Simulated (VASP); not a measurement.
Data:

```
CELL_PARAMETERS angstrom
      3.78254     0.00000     0.00000
      0.00000     3.78254     0.00000
      0.00000     0.00000    19.20300
ATOMIC_POSITIONS crystal
  Ti 0.99044 0.00129 0.73588
  Ti 0.99774 0.49519 0.36381
  Ti 0.48990 0.50226 0.49018
  Ti 0.49830 0.99824 0.61643
  O  0.00804 0.49757 0.46950
  O  0.99777 0.01078 0.34254
  O  0.50497 0.50932 0.38592
  O  0.00308 0.48723 0.25934
  O  0.49884 0.00225 0.71728
  O  0.50491 0.49514 0.59405
  O  0.00366 0.99410 0.63584
  O  0.50234 0.00662 0.51085
```

Calculation: LDA (Ceperley-Alder, Perdew-Zunger), VASP's LDA PAW potentials (set 64) (plane waves; VASP). Settings: 400 eV cut-off, 4×4×1 Γ-centred mesh, Gaussian smearing of 0.050 eV, potentials Ti_sv O.

At this cut-off the stress carries a Pulay error, which pulls relaxed volumes low. The cell holds a wide vacuum, so values per volume refer to the whole cell.

Which forces act on the atoms, in eV/Å?

```csv
atom,Fx,Fy,Fz
Ti1,0.324,-0.032,-2.466
Ti2,0.223,0.191,-3.509
Ti3,0.064,0.107,-2.353
Ti4,0.222,0.037,-3.467
O5,-0.200,0.063,0.711
O6,0.044,-0.010,0.067
O7,-0.201,0.029,1.495
O8,-0.009,-0.225,2.962
O9,-0.091,0.018,2.098
O10,-0.030,0.314,1.122
O11,-0.376,0.013,1.804
O12,0.030,-0.505,1.536
```

Give the stress tensor in GPa (positive for a compressed cell).

```
-5.14  -0.01   0.25
-0.01  -9.28   0.55
 0.25   0.55  -9.57
```
The pressure is its mean diagonal, -8.00 GPa.

The cell is a sheet with vacuum, built from a database entry that may be metastable or hypothetical.
